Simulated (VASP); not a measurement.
All values below come from AM05 GGA, VASP's PBE PAW potentials (set 64) (plane waves; VASP).

VASP input:

POSCAR:
```
MgS
1
   -0.0000000000     2.5929172543     2.5929172543
    2.5929172543     0.0000000000     2.5929172543
    2.5929172543     2.5929172543    -0.0000000000
Mg S
1 1
Direct
  0.0000000000   0.0000000000   0.0000000000
  0.5000000000   0.5000000000   0.5000000000
```

File KPOINTS:
```
k-points along high-symmetry lines
15
Line-mode
Reciprocal
  0.000000   0.000000   0.000000 ! GAMMA
  0.500000   0.000000   0.500000 ! X

  0.500000   0.000000   0.500000 ! X
  0.625000   0.250000   0.625000 ! U

  0.375000   0.375000   0.750000 ! K
  0.000000   0.000000   0.000000 ! GAMMA

  0.000000   0.000000   0.000000 ! GAMMA
  0.500000   0.500000   0.500000 ! L

  0.500000   0.500000   0.500000 ! L
  0.500000   0.250000   0.750000 ! W

  0.500000   0.250000   0.750000 ! W
  0.500000   0.000000   0.500000 ! X
```

INCAR:
```
LORBIT = 11   ! lm-projected
SYSTEM = MgS
ICHARG = 11
ALGO = Normal   ! blocked Davidson
LCHARG = .False.
NELM = 100   ! most electronic steps
ISMEAR = 0   ! Gaussian
LREAL = .False.
PREC = Accurate
LWAVE = .False.
EDIFF = 1E-7   ! SCF stop (eV)
ENCUT = 520
SIGMA = 0.05
LASPH = .True.   ! aspherical one-centre terms
GGA = AM   ! AM05
```

POTCAR, in this order: Mg S (PBE.64 set). Program: vasp_std. Read from the step before: CHGCAR.

Output

File OSZICAR:
```
       N       E                     dE             d eps       ncg     rms          rms(c)
DAV:   1     0.229965629518E+02    0.22997E+02   -0.37856E+03  1496   0.818E+02
DAV:   2    -0.664389943698E+01   -0.29640E+02   -0.27881E+02  2024   0.102E+02
DAV:   3    -0.762134575807E+01   -0.97745E+00   -0.97745E+00  1848   0.247E+01
DAV:   4    -0.762582552839E+01   -0.44798E-02   -0.44798E-02  2320   0.174E+00
DAV:   5    -0.762583859726E+01   -0.13069E-04   -0.13069E-04  2056   0.616E-02
DAV:   6    -0.762583863531E+01   -0.38054E-07   -0.38056E-07  2256   0.264E-03
   1 F= -.76258386E+01 E0= -.76258386E+01  d E =-.256381E-15
```

### OUTCAR
```
 val. band max:        3.8170126122   @ k =   0.0000   0.0000   0.0000

 cond. band min:       6.5926044797   @ k =   0.5000   0.0000   0.5000



 k-point     1 :       0.0000    0.0000    0.0000
  band No.  band energies     occupation
      1      -8.8973      2.00000
      2       3.8170      2.00000
      3       3.8170      2.00000
      4       3.8170      2.00000
      5       7.5485      0.00000
      6      11.6885      0.00000
      7      11.6885      0.00000
      8      11.6885      0.00000

 k-point     2 :       0.0357    0.0000    0.0357
  band No.  band energies     occupation
      1      -8.8801      2.00000
      2       3.7064      2.00000
      3       3.7864      2.00000
      4       3.7864      2.00000
      5       7.6741      0.00000
      6      11.5796      0.00000
      7      11.7489      0.00000
      8      11.7489      0.00000

 k-point     3 :       0.0714    0.0000    0.0714
  band No.  band energies     occupation
      1      -8.8289      2.00000
      2       3.4140      2.00000
      3       3.6984      2.00000
      4       3.6984      2.00000
      5       8.0078      0.00000
      6      11.2933      0.00000
      7      11.9250      0.00000
      8      11.9250      0.00000

 k-point     4 :       0.1071    0.0000    0.1071
  band No.  band energies     occupation
      1      -8.7449      2.00000
      2       3.0144      2.00000
      3       3.5632      2.00000
      4       3.5632      2.00000
      5       8.4597      0.00000
      6      10.9081      0.00000
      7      12.2042      0.00000
      8      12.2043      0.00000

 k-point     5 :       0.1429    0.0000    0.1429
  band No.  band energies     occupation
      1      -8.6302      2.00000
      2       2.5663      2.00000
      3       3.3943      2.00000
      4       3.3943      2.00000
      5       8.9276      0.00000
      6      10.4862      0.00000
      7      12.0236      0.00000
      8      12.5684      0.00000
...
```

The density is held fixed in this step, so its total energy and stress have no physical meaning.

The compound is MgS in the rock salt structure. It was relaxed first.
